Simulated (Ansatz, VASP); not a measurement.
# K4Si23 (K4Si23 (Pm-3n)) in two plane-wave programs, part 3 of 3

Wanted: the spread between two codes on one cell, functional and k mesh. Of the first pair: The structure shown is the start of the Ansatz relaxation below; VASP solves that cell, so the two are compared at the walk's first step.

VASP 6.6.1 and Ansatz 0.2.0.

So far. Step 3 (VASP: single point, r2SCAN, start cell, pair 1): The run ends at a pressure of 0.11 GPa, with forces up to 0.047 eV/Å.

## Step 6: VASP: single point, r2SCAN, relaxed cell, pair 2

Level of this step: r2SCAN; plane waves and PAW (K_sv, Si) (VASP).

The same cell, functional, mesh and smearing now go to VASP, with its own data sets.

INCAR reads:

```
SYSTEM = K4Si23
PREC = Accurate
ENCUT = 550
EDIFF = 1E-06
NELM = 120
ISMEAR = -1
SIGMA = 0.05
LREAL = Auto
ALGO = Normal
METAGGA = R2SCAN
LASPH = .TRUE.
NBANDS = 168
LORBIT = 11
LWAVE = .FALSE.
LCHARG = .FALSE.
ISIF = 2
GGA_COMPAT = .FALSE.
LMIXTAU = .TRUE.
KPAR = 8
```

POSCAR reads:

```
K4Si23
1.0
   10.2958213938      0.0000000000      0.0000000000
    0.0000000000     10.2958213938      0.0000000000
    0.0000000000      0.0000000000     10.2958213938
K Si
8 46
Direct
    0.0000000000      0.0000000000      0.0000000000
    0.5000000000      0.5000000000      0.5000000000
    0.2500000000      0.5000000000      0.0000000000
    0.7500000000      0.5000000000      0.0000000000
    0.5000000000      0.0000000000      0.2500000000
    0.5000000000      0.0000000000      0.7500000000
    0.0000000000      0.7500000000      0.5000000000
    0.0000000000      0.2500000000      0.5000000000
    0.2500000000      0.0000000000      0.5000000000
    0.7500000000      0.0000000000      0.5000000000
    0.0000000000      0.5000000000      0.2500000000
    0.0000000000      0.5000000000      0.7500000000
    0.5000000000      0.7500000000      0.0000000000
    0.5000000000      0.2500000000      0.0000000000
    0.1848381881      0.1848381881      0.1848381881
    0.6848381881      0.3151618119      0.6848381881
    0.6848381881      0.6848381881      0.3151618119
    0.3151618119      0.6848381881      0.6848381881
    0.8151618119      0.8151618119      0.1848381881
    0.1848381881      0.8151618119      0.8151618119
    0.8151618119      0.1848381881      0.8151618119
    0.3151618119      0.3151618119      0.3151618119
    0.8151618119      0.8151618119      0.8151618119
    0.3151618119      0.6848381881      0.3151618119
    0.3151618119      0.3151618119      0.6848381881
    0.6848381881      0.3151618119      0.3151618119
    0.1848381881      0.1848381881      0.8151618119
    0.8151618119      0.1848381881      0.1848381881
    0.1848381881      0.8151618119      0.1848381881
    0.6848381881      0.6848381881      0.6848381881
    0.0000000000      0.3065445809      0.1186641579
    0.5000000000      0.3813358421      0.8065445809
    0.5000000000      0.6186641579      0.1934554191
    0.6186641579      0.8065445809      0.5000000000
    0.3813358421      0.8065445809      0.5000000000
    0.1934554191      0.5000000000      0.6186641579
    0.8065445809      0.5000000000      0.6186641579
    0.1186641579      0.0000000000      0.3065445809
    0.3065445809      0.1186641579      0.0000000000
    0.6934554191      0.8813358421      0.0000000000
    0.1186641579      0.0000000000      0.6934554191
    0.6934554191      0.1186641579      0.0000000000
    0.8813358421      0.0000000000      0.3065445809
    0.8813358421      0.0000000000      0.6934554191
    0.3065445809      0.8813358421      0.0000000000
    0.0000000000      0.6934554191      0.8813358421
    0.0000000000      0.3065445809      0.8813358421
    0.0000000000      0.6934554191      0.1186641579
    0.8065445809      0.5000000000      0.3813358421
    0.1934554191      0.5000000000      0.3813358421
    0.6186641579      0.1934554191      0.5000000000
    0.3813358421      0.1934554191      0.5000000000
    0.5000000000      0.6186641579      0.8065445809
    0.5000000000      0.3813358421      0.1934554191
```

KPOINTS reads:

```
Automatic mesh
0
Gamma
4 4 4
0 0 0
```

PAW data sets: K_sv and Si (PBE family, release 64).

Run with:

```
> mpirun -np 8 vasp_std
```

Numbers of over 12 decimals in the logs are rounded to 6 here.

The log of the run:

```text
[banner, memory and clock lines left out]
running    8 mpi-ranks, on    1 nodes
[...]
[... a notice as in an earlier step ...]

 [... a notice as in an earlier step ...]

 LDA part: xc-table for (None), standard interpolation
 POSCAR, INCAR and KPOINTS ok, starting setup
[...]
entering main loop
       N       E                     dE             d eps       ncg     rms          rms(c)
DAV:   1     0.910766893318E+03    0.91077E+03   -0.11111E+05  3360   0.141E+03
DAV:   2    -0.377683102224E+03   -0.12884E+04   -0.12298E+04  3952   0.288E+02
DAV:   3    -0.493863850232E+03   -0.11618E+03   -0.11405E+03  4432   0.741E+01
DAV:   4    -0.499145607530E+03   -0.52818E+01   -0.52213E+01  5704   0.146E+01
[...]
DAV:  24    -0.453294512662E+03   -0.80177E-05   -0.24619E-06  2904   0.510E-03    0.383E-03
DAV:  25    -0.453294516240E+03   -0.35776E-05   -0.20478E-06  2400   0.529E-03    0.134E-03
DAV:  26    -0.453294516604E+03   -0.36444E-06   -0.43787E-07  1920   0.150E-03
   1 F= -.45329452E+03 E0= -.45320915E+03  d E =-.170740E+00
```

From OUTCAR (step 6):

```text
  Total       -0.7617327     -0.7617327     -0.7617327      0.0000000     -0.0000000      0.0000000
  in kB       -1.1182275     -1.1182275     -1.1182275      0.0000000     -0.0000000      0.0000000
  external PRESSURE =      -1.1182275 kB  Pullay stress =       0.0000000 kB

 POSITION                                       TOTAL-FORCE (eV/Angst)
 -----------------------------------------------------------------------------------
      0.00000      0.00000      0.00000         0.000000      0.000000      0.000000
      5.14791      5.14791      5.14791         0.000000      0.000000      0.000000
      2.57396      5.14791      0.00000         0.000000      0.000000      0.000000
      7.72187      5.14791      0.00000         0.000000     -0.000000      0.000000
      5.14791      0.00000      2.57396         0.000000      0.000000      0.000000
      5.14791      0.00000      7.72187         0.000000      0.000000      0.000000
      0.00000      7.72187      5.14791         0.000000     -0.000000      0.000000
      0.00000      2.57396      5.14791         0.000000      0.000000      0.000000
      2.57396      0.00000      5.14791         0.000000      0.000000      0.000000
      7.72187      0.00000      5.14791         0.000000      0.000000      0.000000
      0.00000      5.14791      2.57396         0.000000      0.000000      0.000000
      0.00000      5.14791      7.72187         0.000000     -0.000000      0.000000
      5.14791      7.72187      0.00000         0.000000      0.000000      0.000000
      5.14791      2.57396      0.00000         0.000000     -0.000000      0.000000
[...]
-----------------------------------------------------------------------------------
    total drift:                                0.000000      0.000000     -0.000000

  FREE ENERGIE OF THE ION-ELECTRON SYSTEM (eV)
  ---------------------------------------------------
  free  energy   TOTEN  =      -453.2945166040 eV

  energy  without entropy=     -453.1237765703  energy(sigma->0) =     -453.20914659

[... 1 part as in an earlier step ...]

[... 2 further parts left out ...]
[key lines of the parts left out:]
E-fermi :   6.5133
```

The run ends at a pressure of -0.11 GPa, with forces up to 0.0089 eV/Å.

## Step 7: Comparison

What differs besides the data sets and the points named for the pairs above, as far as they apply: the cutoff is 500 eV in Ansatz and 550 eV in VASP (PREC = Accurate, projectors in real space). Total energies have different zeros and are not compared.

Both answers:

| quantity | Ansatz | VASP | difference |
| --- | --- | --- | --- |
| pressure (GPa) | 0.00 | -0.11 | +0.11 |

At this near-relaxed geometry the largest component of a force difference is 6 meV/Å.

## Step 8: Outcome

```
r.m.s. force difference (single point, r2SCAN, start cell, pair 1)  : 3.2 meV/Å
difference in pressure (single point, r2SCAN, relaxed cell, pair 2) : 0.11 GPa
```

What this shows: The r.m.s. force difference is 3.2 meV/Å (single point, r2SCAN, start cell, pair 1), within the 12 meV/Å picked in this series as the mark of a large difference. How closely two codes agree says nothing of how well the functional describes the real material.

[Lines on the potential files, build, host, timing and source positions are cut from VASP's logs without a mark.]

[Logs are printed without paths, hosts, clocks, repeated set-up lines and the standing remarks that a program may print on its own settings, such as how far it seeks lower states.]

[Hosts, paths, dates, database ids (printed as entryN), source tags and the programs' standing remarks are cut or masked in the printed files.]
